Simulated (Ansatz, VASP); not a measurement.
## Cs2YPbBr6 in VASP and in Ansatz

Contents of INCAR:

```
ALGO = Normal
EDIFF = 1E-6
ENCUT = 520
GGA = PE
ISIF = 2
ISMEAR = -5
LASPH = True
LCHARG = True
LELF = True
LREAL = False
LVHAR = True
LWAVE = False
NBANDS = 54
NELM = 60
PREC = Accurate
SIGMA = 0.1
```

KPOINTS

```
k-points
0
Gamma
  3 3 3
```

The input POSCAR:

```
Cs2YPbBr6
1.0
    0.0000000000      5.7075430000      5.7075430000
    5.7075430000      0.0000000000      5.7075430000
    5.7075430000      5.7075430000      0.0000000000
Pb Br Y Cs
1 6 1 2
Direct
    0.5000000000      0.5000000000      0.5000000000
    0.7554000000      0.2446000000      0.2446000000
    0.2446000000      0.7554000000      0.2446000000
    0.2446000000      0.7554000000      0.7554000000
    0.7554000000      0.2446000000      0.7554000000
    0.2446000000      0.2446000000      0.7554000000
    0.7554000000      0.7554000000      0.2446000000
    0.0000000000      0.0000000000      0.0000000000
    0.2500000000      0.2500000000      0.2500000000
    0.7500000000      0.7500000000      0.7500000000
```

Input for Ansatz:

```yaml
crystal:
  lattice:
    - [0.0, 5.707543, 5.707543]
    - [5.707543, 0.0, 5.707543]
    - [5.707543, 5.707543, 0.0]
  atoms:
    - { symbol: Pb, position: [0.5, 0.5, 0.5] }
    - { symbol: Br, position: [0.7554, 0.2446, 0.2446] }
    - { symbol: Br, position: [0.2446, 0.7554, 0.2446] }
    - { symbol: Br, position: [0.2446, 0.7554, 0.7554] }
    - { symbol: Br, position: [0.7554, 0.2446, 0.7554] }
    - { symbol: Br, position: [0.2446, 0.2446, 0.7554] }
    - { symbol: Br, position: [0.7554, 0.7554, 0.2446] }
    - { symbol: "Y", position: [0.0, 0.0, 0.0] }
    - { symbol: Cs, position: [0.25, 0.25, 0.25] }
    - { symbol: Cs, position: [0.75, 0.75, 0.75] }
  symmetry: { tolerance: 0.0003 }
kpoints:
  mp_grid: { grid: [3, 3, 3], shift: [0, 0, 0] }
magnetization:
  spin_polarized: false
scf:
  occupations: { method: tetrahedron }
  initial_density: { chi_scale: 0.3 }
hamiltonian:
  pseudopotentials: { kind: paw }
  xc: pbe
basis:
  ecutwfc: 420
output:
  forces: true
  stress: true
  eigenvalues: true
```

The cell was built by a generator and needn't be a form met in nature.

Alike in both runs: task single point; functional PBE; k mesh 3 × 3 × 3; occupations tetrahedron; no spin polarisation.

```csv
,VASP,Ansatz
version,VASP 6.6.1,Ansatz 0.2.0
potentials or method,"VASP PAW PBE potentials, release 64 (Pb_d, Br, Y_sv, Cs_sv)",PAW plane waves
plane-wave cutoff (eV),520,420
valence electrons in the cell,85,85
```

Ansatz gave:

| Item | Value |
| --- | --- |
| gap on the k mesh at the Fermi level (eV) | none |
| pressure (GPa) | 2.7 |
| rms of the force components (eV/Å) | 0.203 |

Problem. Estimate VASP's values.

Solution. gap on the k mesh at the Fermi level (eV): none; pressure (GPa): 2.7; rms of the force components (eV/Å): 0.205.

Atom by atom the forces differ by 0.002 eV/Å (rms over components). A gap of «none» marks a metal or a gap that the smearing closes. Ansatz warned: «band_table_not_solved_further».

Caveats: an odd number of electrons without spin polarisation forces a metal; a magnetic or distorted state may lie lower; tetrahedron occupations give inexact forces and stress in metals. The runs have no spin-orbit coupling, so splittings on Cs, Pb are missing.
